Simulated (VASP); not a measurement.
Input:

```xyz
1
Lattice="0.0000 1.9277 1.9277 1.9277 0.0000 1.9277 1.9277 1.9277 0.0000" Properties=species:S:1:pos:R:3 pbc="T T T"
Ir     0.0000     0.0000     0.0000
```

The numbers are results of TPSS meta-GGA, VASP's PBE PAW potentials (set 64) (plane waves; VASP), not measurements. Run with 520 eV cut-off, 18×18×18 Γ-centred mesh, tetrahedra with Blöchl corrections, potentials Ir.

### Question
Give the energies of bands 1 to 6 at the high-symmetry points, in eV from the Fermi level.

### Answer

| band | Γ | X | U | L | W |
|---|---|---|---|---|---|
| 1 | -10.91 | -7.82 | -6.84 | -7.93 | -6.20 |
| 2 | -3.79 | -7.20 | -5.89 | -3.93 | -4.77 |
| 3 | -3.79 | 0.82 | -2.81 | -3.93 | -4.77 |
| 4 | -3.79 | 1.47 | -0.89 | -0.72 | -1.77 |
| 5 | -1.20 | 1.47 | 0.62 | 0.88 | 1.47 |
| 6 | -1.20 | 1.77 | 6.44 | 0.88 | 8.28 |

It has no gap at this level: it comes out as a metal or semimetal.

The compound is Ir in the fcc structure. It was relaxed first.
